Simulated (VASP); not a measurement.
```xyz
2
Lattice="0.0000 2.8169 2.8169 2.8169 0.0000 2.8169 2.8169 2.8169 0.0000" Properties=species:S:1:pos:R:3 pbc="T T T"
In     0.0000     0.0000     0.0000
As     1.4084     1.4084     1.4084
```

The numbers are results of LDA (Ceperley-Alder, Perdew-Zunger), VASP's LDA PAW potentials (set 64) (plane waves; VASP), not measurements. Numerical set-up: 500 eV cut-off, 8×8×8 Γ-centred mesh, Gaussian smearing of 0.050 eV, potentials In_d As.

Unless said otherwise, spin-orbit coupling is left out, though it shifts the bands of the heavy elements here.

Question: Predict the energy per atom (σ→0), pressure, band gap (on the k-mesh) with the smallest direct gap where there is one.

Answer: 
```
Item                                          Value
-----------------------------------  --------------
band gap (on the k-mesh)                    0.68 eV
smallest direct gap (on the k-mesh)         0.68 eV
energy per atom (σ→0)                -4.252 eV/atom
pressure                                  19.86 GPa
```

The absolute energy has meaning only against runs of the same code, potentials and settings.

The compound is InAs in the zinc blende structure. It was relaxed first under an external pressure of 20 GPa.
